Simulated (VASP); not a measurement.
Here is a VASP 6.6.1 calculation.

INCAR

```
SYSTEM = WAu
  ALGO = Normal
  EDIFF = 1E-6
  EDIFFG = -0.01
  ENCUT = 600
  GGA = RE
  IBRION = 2
  ISIF = 3
  ISMEAR = -1
  IVDW = 4
  LASPH = .True.
  LCHARG = .False.
  LREAL = .False.
  LWAVE = .False.
  NELM = 100
  NSW = 40
  PREC = Accurate
  SIGMA = 0.05
```

File KPOINTS:

```
k-points
0
Gamma
  8 8 8
  0 0 0
```

File POSCAR:

```
WAu
1.0
    0.0000000000      2.7479792600      2.7479792600
    2.7479792600      0.0000000000      2.7479792600
    2.7479792600      2.7479792600      0.0000000000
W Au
1 1
Direct
    0.0000000000      0.0000000000      0.0000000000
    0.7500000000      0.7500000000      0.7500000000
```

Potentials or basis: VASP PAW PBE potentials, release 64 (W_sv, Au).

Run with:

```console
$ cat potpaw_PBE.64/W_sv/POTCAR potpaw_PBE.64/Au/POTCAR > POTCAR
$ mpirun -np 1 vasp_std > vasp.out
```

(1) What does it give for the relaxed volume?

(2) Estimate the space group after relaxing (to 0.05 Å).

Answers

(1) 24.00 Å³/atom.

(2) F-43m (No. 216).

Caveat: the volume moved by over 15 % at a fixed basis, so the end points are rough; the PAW data sets were made with another functional, which shifts forces and pressure a little; pairwise dispersion overbinds metals, which lowers pressure and volume.
